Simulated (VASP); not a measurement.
Method: PBE GGA, VASP's PBE PAW potentials (set 64) (plane waves; VASP).

Input for VASP

File POSCAR:
```
BN
4.220
  0.3021327014  -0.5233092417   0.0000000000
  0.3021327014   0.5233092417   0.0000000000
  0.0000000000   0.0000000000   1.0000000000
B N
2 2
direct
  0.6666670000   0.3333330000   0.5000000000
  0.3333330000   0.6666670000   0.0000000000
  0.6666670000   0.3333330000   0.8750000000
  0.3333330000   0.6666670000   0.3750000000
```

**INCAR**
```
ALGO = Normal
EDIFF = 1E-6
ENCUT = 520
GGA = PE
ISIF = 2
ISMEAR = 0
LASPH = .TRUE.
LCHARG = .FALSE.
LREAL = .FALSE.
LWAVE = .FALSE.
NELM = 100
PREC = Normal
SIGMA = 0.05
SYSTEM = BN
```

KPOINTS:
```
Automatic
0
G
11 11 6
```

POTCAR, in this order: B N (PBE.64 set). Program: vasp_std.

The run wrote:

OSZICAR:
```
       N       E                     dE             d eps       ncg     rms          rms(c)
DAV:   1     0.477305984323E+02    0.47731E+02   -0.87665E+03  1536   0.131E+03
DAV:   2    -0.342676705260E+02   -0.81998E+02   -0.76531E+02  2092   0.268E+02
DAV:   3    -0.367437792136E+02   -0.24761E+01   -0.24672E+01  2044   0.471E+01
DAV:   4    -0.367586233036E+02   -0.14844E-01   -0.14829E-01  1896   0.368E+00
DAV:   5    -0.367588018729E+02   -0.17857E-03   -0.17854E-03  2000   0.373E-01    0.945E+00
DAV:   6    -0.350005557225E+02    0.17582E+01   -0.47797E+00  1908   0.181E+01    0.454E+00
DAV:   7    -0.348617570791E+02    0.13880E+00   -0.22891E-01  1828   0.471E+00    0.271E+00
DAV:   8    -0.348326012002E+02    0.29156E-01   -0.72574E-02  1732   0.253E+00    0.224E-01
DAV:   9    -0.348317887822E+02    0.81242E-03   -0.21664E-03  1976   0.488E-01    0.122E-01
DAV:  10    -0.348320296659E+02   -0.24088E-03   -0.39122E-04  1820   0.197E-01    0.261E-02
DAV:  11    -0.348320349429E+02   -0.52770E-05   -0.65732E-05  1944   0.709E-02    0.135E-02
DAV:  12    -0.348320361416E+02   -0.11987E-05   -0.90574E-06  1936   0.298E-02    0.233E-03
DAV:  13    -0.348320362857E+02   -0.14409E-06   -0.22660E-07  1084   0.542E-03
   1 F= -.34832036E+02 E0= -.34832036E+02  d E =-.235728E-16
```

File OUTCAR:
```
------------------------ aborting loop because EDIFF is reached ----------------------------------------
  FORCE on cell =-STRESS in cart. coord.  units (eV):
  Direction    XX          YY          ZZ          XY          YZ          ZX
  --------------------------------------------------------------------------------------
  Total        0.3386089      0.3386089      0.2252120      0.0000000      0.0000000      0.0000000
  in kB       22.8289238     22.8289284     15.1837386      0.0000000      0.0000000      0.0000000
  external PRESSURE =      20.2805303 kB  Pullay stress =       0.0000000 kB
  volume of cell :       23.76
      direct lattice vectors                 reciprocal lattice vectors
     1.275000000 -2.208365000  0.000000000     0.392156863 -0.226411848  0.000000000
     1.275000000  2.208365000  0.000000000     0.392156863  0.226411848  0.000000000
     0.000000000  0.000000000  4.220000000     0.000000000  0.000000000  0.236966825
  FREE ENERGIE OF THE ION-ELECTRON SYSTEM (eV)
  ---------------------------------------------------
  free  energy   TOTEN  =       -34.8320362857 eV

  energy  without entropy=      -34.8320362857  energy(sigma->0) =      -34.83203629
```
(Selected blocks of OUTCAR.)

The compound is BN in the wurtzite structure, a metastable high-pressure form. The cell was not relaxed at this level. The run is one of a series of settings (PREC = Normal against the base run), some of them coarse on purpose.
